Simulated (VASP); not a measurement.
# Hf3Be (I4/mmm) in VASP: reference runs

Aim: a first look at Hf3Be with PBE, on the cell as given and on a disturbed one.

Everything below comes from runs of VASP 6.6.1. Logs are shortened: lines on timing, memory, paths and dates and some standing lists are left out, and cuts for length are marked.

## Step 1: The crystal as given

It takes space group I4/mmm (No. 139, tetragonal). The conventional cell has a = 4.184 Å, b = 4.184 Å, c = 8.706 Å, α = 90.00°, β = 90.00°, γ = 90.00°. Around Hf (site symmetry 4/mmm) lie 4 Be at 2.96 Å and 8 Hf at 3.02 Å. Hf (site symmetry -4m2) is surrounded by 8 Hf at 2.96 to 3.02 Å and 4 Be at 3.02 Å. Be (site symmetry 4/mmm) has 12 Hf at 2.96 to 3.02 Å as nearest neighbours.

The cell comes from a database or a generator and needn't be the stable form of this composition.

## Step 2: Single point, PBE

The input, INCAR:

```
SYSTEM = Hf3Be
PREC = Accurate ; ENCUT = 520
EDIFF = 1E-7 ; ISMEAR = -1
SIGMA = 0.05 ; LREAL = .False.
LASPH = .True. ; NELM = 100
ALGO = Normal ; ISIF = 2
LWAVE = .False. ; LCHARG = .True.
GGA = PE ; LELF = .True.
LVHAR = .True. ; NBANDS = 24
```

The input, KPOINTS:

```
Automatic mesh
0
Gamma
  9 9 9
  0 0 0
```

The input, POSCAR:

```
Hf3Be
1.0
   -2.0920000000      2.0920000000      4.3530460000
    2.0920000000     -2.0920000000      4.3530460000
    2.0920000000      2.0920000000     -4.3530460000
Hf Be
3 1
Direct
    0.5000000000      0.5000000000      0.0000000000
    0.2500000000      0.7500000000      0.5000000000
    0.7500000000      0.2500000000      0.5000000000
    0.0000000000      0.0000000000      0.0000000000
```

Potentials or basis: VASP PAW PBE potentials, release 64 (Hf_pv, Be).

Launch:

```console
$ cat potpaw_PBE.64/Hf_pv/POTCAR potpaw_PBE.64/Be/POTCAR > POTCAR
$ mpirun -np 1 vasp_std > vasp.out
```

OUTCAR:

```text
SYSTEM = Hf3Be
   PREC = Accurate
   ENCUT = 520
   EDIFF = 1E-7
   ISMEAR = -1
   LREAL = .False.
   LASPH = .True.
   NELM = 100
   ISIF = 2
   GGA = PE

 ion  position               nearest neighbor table
   1  0.500  0.500  0.000-   4 2.96   4 2.96   4 2.96   4 2.96   2 3.02   2 3.02   3 3.02   3 3.02
                             3 3.02   2 3.02   3 3.02   2 3.02
   2  0.250  0.750  0.500-   3 2.96   3 2.96   3 2.96   3 2.96   4 3.02   4 3.02   1 3.02   1 3.02
                             4 3.02   1 3.02   4 3.02   1 3.02
   3  0.750  0.250  0.500-   2 2.96   2 2.96   2 2.96   2 2.96   1 3.02   1 3.02   4 3.02   4 3.02
                             4 3.02   1 3.02   4 3.02   1 3.02
   4  0.000  0.000  0.000-   1 2.96   1 2.96   1 2.96   1 2.96   3 3.02   3 3.02   2 3.02   2 3.02
                             3 3.02   2 3.02   3 3.02   2 3.02

  LATTYP: Found a body centered tetragonal cell.
 ALAT       =     4.1840000000
 C/A-ratio  =     2.0808059273

  Lattice vectors:

 A1 = (  -2.0920000000,   2.0920000000,   4.3530460000)
 A2 = (   2.0920000000,  -2.0920000000,   4.3530460000)
 A3 = (   2.0920000000,   2.0920000000,  -4.3530460000)

Analysis of symmetry for initial positions (statically):
=====================================================================
 Subroutine PRICEL returns:
 Original cell was already a primitive cell.

 Routine SETGRP: Setting up the symmetry group for a
 body centered tetragonal supercell.

 Subroutine GETGRP returns: Found 16 space group operations
 (whereof 16 operations were pure point group operations)
 out of a pool of 16 trial point group operations.

The static configuration has the point symmetry D_4h.

Analysis of symmetry for dynamics (positions and initial velocities):
=====================================================================
 Subroutine PRICEL returns:
 Original cell was already a primitive cell.

 Routine SETGRP: Setting up the symmetry group for a
 body centered tetragonal supercell.

 Subroutine GETGRP returns: Found 16 space group operations
 (whereof 16 operations were pure point group operations)
 out of a pool of 16 trial point group operations.

The dynamic configuration has the point symmetry D_4h.

 Subroutine INISYM returns: Found 16 space group operations
 (whereof 16 operations are pure point group operations),
 and found     1 'primitive' translations

----------------------------------------------------------------------------------------

                                     Primitive cell

  volume of cell :      76.2038

  direct lattice vectors                    reciprocal lattice vectors
    -2.092000000  2.092000000  4.353046000     0.000000000  0.239005736  0.114862099
     2.092000000 -2.092000000  4.353046000     0.239005736  0.000000000  0.114862099
     2.092000000  2.092000000 -4.353046000     0.239005736  0.239005736  0.000000000

  length of vectors
     5.263263007  5.263263007  5.263263007     0.265173610  0.265173610  0.338005154

  position of ions in fractional coordinates (direct lattice)
     0.500000000  0.500000000  0.000000000
     0.250000000  0.750000000  0.500000000
     0.750000000  0.250000000  0.500000000
     0.000000000  0.000000000  0.000000000

  ion indices of the primitive-cell ions
   primitive index   ion index
                 1           1
                 2           2
                 3           3
                 4           4

----------------------------------------------------------------------------------------

 KPOINTS: Automatic mesh

Automatic generation of k-mesh.
 Grid dimensions read from file:
 generate k-points for:    9    9    9

 Generating k-lattice:

  Cartesian coordinates                     Fractional coordinates (reciprocal lattice)
     0.000000000  0.026556193  0.012762455     0.111111111  0.000000000 -0.000000000
     0.026556193  0.000000000  0.012762455     0.000000000  0.111111111 -0.000000000
     0.026556193  0.026556193  0.000000000     0.000000000  0.000000000  0.111111111

  Length of vectors
     0.029463734  0.029463734  0.037556128

  Shift w.r.t. Gamma in fractional coordinates (k-lattice)
     0.000000000  0.000000000  0.000000000

 Subroutine IBZKPT returns following result:
 ===========================================

 Found     75 irreducible k-points:

 Following reciprocal coordinates:
            Coordinates               Weight
  0.000000  0.000000  0.000000      1.000000
  0.111111 -0.000000  0.000000      8.000000
  0.222222  0.000000  0.000000      8.000000
  0.333333  0.000000 -0.000000      8.000000
  0.444444  0.000000  0.000000      8.000000
  0.111111  0.111111  0.000000      8.000000
[... 16 lines left out ...]
 -0.333333  0.333333  0.000000      4.000000
  0.444444  0.444444  0.000000      8.000000
 [... further k-points ...]
   k-points           NKPTS =     75   k-points in BZ     NKDIM =     75   number of bands    NBANDS=     24
   number of dos      NEDOS =    301   number of ions     NIONS =      4
   total plane-waves  NPLWV =  64000
   dimension x,y,z NGX =    40 NGY =   40 NGZ =   40
   dimension x,y,z NGXF=    80 NGYF=   80 NGZF=   80
   ions per type =               3   1
   NGX,Y,Z   is equivalent  to a cutoff of  12.63, 12.63, 12.63 a.u.
   NGXF,Y,Z  is equivalent  to a cutoff of  25.27, 25.27, 25.27 a.u.
 SYSTEM =  Hf3Be
   PREC   = accura    normal or accurate (medium, high low for compatibility)
   ISTART =      0    job   : 0-new  1-cont  2-samecut
   ICHARG =      2    charge: 1-file 2-atom 10-const
   ISPIN  =      1    spin polarized calculation?
   LNONCOLLINEAR =      F non collinear calculations
   LSORBIT =      F    spin-orbit coupling
   LASPH  =      T    aspherical Exc in radial PAW
   ENCUT  =  520.0 eV  38.22 Ry    6.18 a.u.   9.79  9.79  9.79*2*pi/ulx,y,z
   NELM   =    100;   NELMIN=  2; NELMDL= -5     # of ELM steps
   EDIFF  = 0.1E-06   stopping-criterion for ELM
   LREAL  =      F    real-space projection
   EDIFFG = 0.1E-05   stopping-criterion for IOM
   NSW    =      0    number of steps for IOM
   IBRION =     -1    ionic relax: 0-MD 1-quasi-New 2-CG
   NFREE  =      0    steps in history (QN), initial steepest desc. (CG)
   ISIF   =      2    stress and relaxation
   ISYM   =      2    0-nonsym 1-usesym 2-fastsym
   POTIM  = 0.5000    time-step for ionic-motion
   TEBEG  =    0.0;   TEEND  =   0.0 temperature during run
   PSTRESS=    0.0 pullay stress
   NELECT =      32.0000    total number of electrons
   NUPDOWN=      -1.0000    fix difference up-down
   EMIN   =  10.00;   EMAX   =-10.00  energy-range for DOS
   EFERMI =   0.00;   METHOD = LEGACY
   ISMEAR =    -1;   SIGMA  =   0.05  broadening in eV -4-tet -1-fermi 0-gaus
   EFERMI_NEDOS =   21; number of points for ismear=-14 and -15
   IALGO  =     38    algorithm
   IMIX   =      4    mixing-type and parameters
     AMIX     =   0.40;   BMIX     =  1.00
     AMIX_MAG =   1.60;   BMIX_MAG =  1.00
  volume/ion in A,a.u.               =      19.05       128.56
  Fermi-wavevector in a.u.,A,eV,Ry     =   1.225931  2.316673 20.448282  1.502906
  Thomas-Fermi vector in A             =   2.360950
   LORBIT       =      0    0 simple, 1 ext, 2 COOP (PROOUT), +10 PAW based schemes
   GGA     = PE    functional components
   LHFCALC =     F    Hartree Fock is set to
   AEXX    =    0.0000 exact exchange contribution
   IVDW    =     0    specifies the selected vdW correction
   LEPSILON=     F    determine dielectric tensor
   LRPA    =     F    only Hartree local field effects (RPA)
 non-spin polarized calculation
  energy-cutoff  :      520.00
  volume of cell :       76.20
 maximum number of plane-waves:      2064
   NGX = 19   NGY = 19   NGZ = 19

 number of electron      31.9999998 magnetization

 Free energy of the ion-electron system (eV)
  ---------------------------------------------------
  ext. energy  EPLUGINS =         0.00000000
  ---------------------------------------------------
  free energy    TOTEN  =       -33.12824733 eV

  energy without entropy =      -33.11185279  energy(sigma->0) =      -33.12005006

 E-fermi :   4.6136     XC(G=0): -11.1292

 val. band max:        4.6006727469   @ k =  -0.3333   0.3333   0.1111
 cond. band min:       4.6228731454   @ k =  -0.1111   0.1111   0.1111
 fundamental gap:      0.0222003985
 Fermi energy:         4.6136493519

 k-point     1 :       0.0000    0.0000    0.0000
  band No.  band energies     occupation
      1     -26.0050      2.00000
      2     -25.8656      2.00000
      3     -25.8656      2.00000
      4     -25.6167      2.00000
      5     -25.6167      2.00000
      6     -25.4600      2.00000
[... 16 lines left out ...]
     23       9.3157      0.00000
     24       9.3157      0.00000

 k-point     2 :       0.1111   -0.0000    0.0000
  band No.  band energies     occupation
      1     -26.0048      2.00000
      2     -25.8525      2.00000
      3     -25.8413      2.00000
      4     -25.6426      2.00000
      5     -25.6122      2.00000
      6     -25.4287      2.00000
[... 16 lines left out ...]
     23       9.0437      0.00000
     24       9.4039      0.00000

 k-point     3 :       0.2222    0.0000    0.0000
  band No.  band energies     occupation
      1     -25.9865      2.00000
      2     -25.8177      2.00000
      3     -25.8124      2.00000
      4     -25.6550      2.00000
      5     -25.5977      2.00000
      6     -25.3796      2.00000
[... 16 lines left out ...]
     23       8.8209      0.00000
     24       9.4910      0.00000

 k-point     4 :       0.3333    0.0000   -0.0000
  band No.  band energies     occupation
      1     -25.9436      2.00000
      2     -25.8146      2.00000
      3     -25.7752      2.00000
      4     -25.6058      2.00000
      5     -25.5700      2.00000
      6     -25.3993      2.00000
[... 16 lines left out ...]
     23       8.5877      0.00000
     24       8.6250      0.00000

 k-point     5 :       0.4444    0.0000    0.0000
  band No.  band energies     occupation
      1     -25.9161      2.00000
      2     -25.7845      2.00000
      3     -25.7467      2.00000
      4     -25.5545      2.00000
      5     -25.5335      2.00000
      6     -25.5260      2.00000
[... 16 lines left out ...]
     23       8.1569      0.00000
     24       8.1804      0.00000

 k-point     6 :       0.1111    0.1111    0.0000
  band No.  band energies     occupation
      1     -26.0036      2.00000
      2     -25.8676      2.00000
      3     -25.8145      2.00000
      4     -25.6403      2.00000
      5     -25.5890      2.00000
      6     -25.4043      2.00000
[... 16 lines left out ...]
     23       8.8134      0.00000
     24       9.3584      0.00000
[... 379 lines left out ...]
 k-point    21 :       0.4444    0.3333    0.0000
  band No.  band energies     occupation
      1     -26.0895      2.00000
      2     -25.9730      2.00000
      3     -25.8527      2.00000
      4     -25.6863      2.00000
      5     -25.4618      2.00000
      6     -25.3077      2.00000
[... 16 lines left out ...]
     23       8.2758      0.00000
     24       9.2566      0.00000

 k-point    22 :      -0.4444    0.3333   -0.0000
  band No.  band energies     occupation
      1     -26.1286      2.00000
      2     -25.9192      2.00000
      3     -25.8690      2.00000
      4     -25.6437      2.00000
      5     -25.5384      2.00000
      6     -25.2676      2.00000
[... 16 lines left out ...]
     23       8.5130      0.00000
     24       9.0189      0.00000

 k-point    23 :      -0.3333    0.3333    0.0000
  band No.  band energies     occupation
      1     -26.1285      2.00000
      2     -25.8712      2.00000
      3     -25.8049      2.00000
      4     -25.6586      2.00000
      5     -25.5641      2.00000
      6     -25.2934      2.00000
[... 16 lines left out ...]
     23       8.8421      0.00000
     24       9.0105      0.00000

 k-point    24 :       0.4444    0.4444    0.0000
  band No.  band energies     occupation
      1     -26.1487      2.00000
      2     -25.9864      2.00000
      3     -25.9045      2.00000
      4     -25.6340      2.00000
      5     -25.4971      2.00000
      6     -25.3068      2.00000
[... 16 lines left out ...]
     23       8.2593      0.00000
     24       9.0317      0.00000

 [... further k-points ...]

------------------------ aborting loop because EDIFF is reached ----------------------------------------

  FORCE on cell =-STRESS in cart. coord.  units (eV):
  Direction    XX          YY          ZZ          XY          YZ          ZX
  --------------------------------------------------------------------------------------
  -------------------------------------------------------------------------------------
  Total       -0.2286961     -0.2286961      0.0647553      0.0000000     -0.0000000     -0.0000000
  in kB       -4.8083136     -4.8083136      1.3614748      0.0000000     -0.0000000     -0.0000000
  external PRESSURE =      -2.7517174 kB  Pullay stress =       0.0000000 kB

 VOLUME and BASIS-vectors are now :
 -----------------------------------------------------------------------------
  energy-cutoff  :      520.00
  volume of cell :       76.20
      direct lattice vectors                 reciprocal lattice vectors
    -2.092000000  2.092000000  4.353046000     0.000000000  0.239005736  0.114862099
     2.092000000 -2.092000000  4.353046000     0.239005736  0.000000000  0.114862099
     2.092000000  2.092000000 -4.353046000     0.239005736  0.239005736  0.000000000

 POSITION                                       TOTAL-FORCE (eV/Angst)
 -----------------------------------------------------------------------------------
      0.00000      0.00000      4.35305         0.000000      0.000000     -0.000000
      2.09200      0.00000      2.17652         0.000000     -0.000000      0.000000
      0.00000      2.09200      2.17652        -0.000000      0.000000     -0.000000
      0.00000      0.00000      0.00000         0.000000      0.000000     -0.000000
 -----------------------------------------------------------------------------------
    total drift:                                0.000000     -0.000000      0.000000

  FREE ENERGIE OF THE ION-ELECTRON SYSTEM (eV)
  ---------------------------------------------------
  free  energy   TOTEN  =       -33.1282473263 eV

  energy  without entropy=      -33.1118527909  energy(sigma->0) =      -33.12005006
```

Wall time 2.2 min (1 thread of Intel Xeon Platinum 8488C (Sapphire Rapids), shared host); peak memory 0.3 GiB.

What came out:

```
Free energy            : -33.1282 eV
Pressure               : -0.3 GPa
Band gap on the k mesh : none (metal or under the smearing width)
```

Stress tensor (GPa, compression positive):
```
-0.48  0.00  0.00
 0.00 -0.48  0.00
 0.00  0.00  0.14
```

The run has no spin-orbit coupling, so splittings on Hf are missing.

## Step 3: Single point, PBE (atoms moved at random, drawn with an rms of 0.05 Å)

INCAR, as its differences from that of step 2:

```diff
@@ -4,3 +4,3 @@
 SIGMA = 0.05 ; LREAL = .False.
-LASPH = .True. ; NELM = 100
+LASPH = .True. ; NELM = 80
 ALGO = Normal ; ISIF = 2
```

The input, KPOINTS:

```
regular mesh
0
Gamma
  9 9 9
  0 0 0
```

The input, POSCAR:

```
Hf3Be
1.0
   -2.0920000000      2.0920000000      4.3530460000
    2.0920000000     -2.0920000000      4.3530460000
    2.0920000000      2.0920000000     -4.3530460000
Hf Be
3 1
Direct
    0.4907120000      0.4988100000     -0.0066420000
    0.2588150000      0.7514500000      0.5169170000
    0.7550330000      0.2549710000      0.4987760000
    0.0042110000     -0.0085460000     -0.0048460000
```

Potentials or basis: VASP PAW PBE potentials, release 64 (Hf_pv, Be).

Launch:

```console
$ cat potpaw_PBE.64/Hf_pv/POTCAR potpaw_PBE.64/Be/POTCAR > POTCAR
$ mpirun -np 1 vasp_std > vasp.out
```

It took 12 min on 1 thread of Intel Xeon Platinum 8488C (Sapphire Rapids), shared host; peak memory 0.66 GiB.

It converged, with:

| Quantity | Value |
| --- | --- |
| Free energy | -33.0873 eV |
| Pressure | -0.1 GPa |
| Largest force | 0.753 eV/Å |
| Band gap on the k mesh | none (metal or under the smearing width) |

Forces in eV/Å, atoms in the order of the input:
```
Hf  -0.019  0.442  0.244
Hf  -0.267 -0.698  0.091
Hf   0.146  0.304 -0.302
Be   0.140 -0.049 -0.033
```

Stress tensor (GPa, compression positive):
```
-1.40  0.02  0.20
 0.02  0.71 -0.34
 0.20 -0.34  0.37
```

Levels at points of the mesh, in eV from the Fermi level:
| k point | band 14 | band 15 | band 16 | band 17 | band 18 | band 19 |
| --- | --- | --- | --- | --- | --- | --- |
| (0.00, 0.00, 0.00) | -1.02 | -0.97 | 0.09 | 0.72 | 0.79 | 1.57 |
